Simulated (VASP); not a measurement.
Wanted: the native input for a VASP 6.6.1 run.

```
Task                               : single point
Functional                         : HSE(alpha, omega)
Potentials or basis                : VASP PAW PBE potentials, release 64 (Zn, Ga_d, P)
Cutoff                             : 520 eV
k mesh                             : 4 × 4 × 3
Occupations                        : tetrahedron
Spin                               : no spin polarisation
Share of exact exchange            : 0.05
Grid for exact exchange (PRECFOCK) : Fast
Further INCAR settings             : ALGO = Normal; EDIFF = 1e-06; NBANDS = 17
```

Crystal: ZnGaP.

```xyz
3
Lattice="4.0159 0.0000 0.0000 -2.0080 3.4779 0.0000 0.0000 0.0000 4.4042" Properties=species:S:1:pos:R:3 pbc="T T T"
Zn    0.0000    0.0000    2.2021
Ga    2.0080    1.1593    0.0000
P     0.0000    2.3186    2.2021
```

The cell was built by a generator and needn't be a form met in nature.

The input as run:

POSCAR

```
ZnGaP
1.0
    4.0159400000      0.0000000000      0.0000000000
   -2.0079700000      3.4779100000      0.0000000000
    0.0000000000      0.0000000000      4.4042000000
Zn Ga P
1 1 1
Direct
    0.0000000000      0.0000000000      0.5000000000
    0.6666700000      0.3333300000      0.0000000000
    0.3333300000      0.6666700000      0.5000000000
```

INCAR.step1

```
SYSTEM = ZnGaP
PREC = Accurate
ENCUT = 520
EDIFF = 1E-5
ISMEAR = -5
SIGMA = 0.5
LREAL = .FALSE.
LASPH = .TRUE.
NELM = 100
ALGO = Normal
ISIF = 2
LWAVE = .TRUE.
LCHARG = .FALSE.
NBANDS = 17
GGA = PE
```

INCAR.step2

```
SYSTEM = ZnGaP
PREC = Accurate
ENCUT = 520
EDIFF = 1E-6
ISMEAR = -5
SIGMA = 0.5
LREAL = .FALSE.
LASPH = .TRUE.
NELM = 100
ALGO = Normal
ISIF = 2
LWAVE = .FALSE.
LCHARG = .FALSE.
GGA = PE
LHFCALC = .TRUE.
HFSCREEN = 0.2
AEXX = 0.05
PRECFOCK = Fast
NBANDS = 17
ISTART = 1
```

KPOINTS

```
regular mesh
0
G
  4 4 3
  0 0 0
```

Potentials or basis: VASP PAW PBE potentials, release 64 (Zn, Ga_d, P).

Run with:

```sh
$ cat potpaw_PBE.64/Zn/POTCAR potpaw_PBE.64/Ga_d/POTCAR potpaw_PBE.64/P/POTCAR > POTCAR
$ cp INCAR.step1 INCAR
$ mpirun -np 1 vasp_std > vasp.out
$ cp INCAR.step2 INCAR
$ mpirun -np 1 vasp_std > vasp.out
```

Results of the run:

```json
{"Pressure": "1.7 GPa", "Band gap on the k mesh": "0.15 eV, indirect (least direct gap 1.82 eV)"}
```

Caveat: the k mesh is coarse (spacing up to 0.48 Å⁻¹), so the values aren't converged, least of all with exact exchange; the PAW data sets were made with another functional, which shifts forces and pressure a little; an odd mesh through Γ misses points on the zone boundary, where band edges often lie.

Wall time 5.3 min on 1 thread of AMD EPYC 7R13 Processor (Zen 3), on a shared host, peak memory 0.27 GiB.
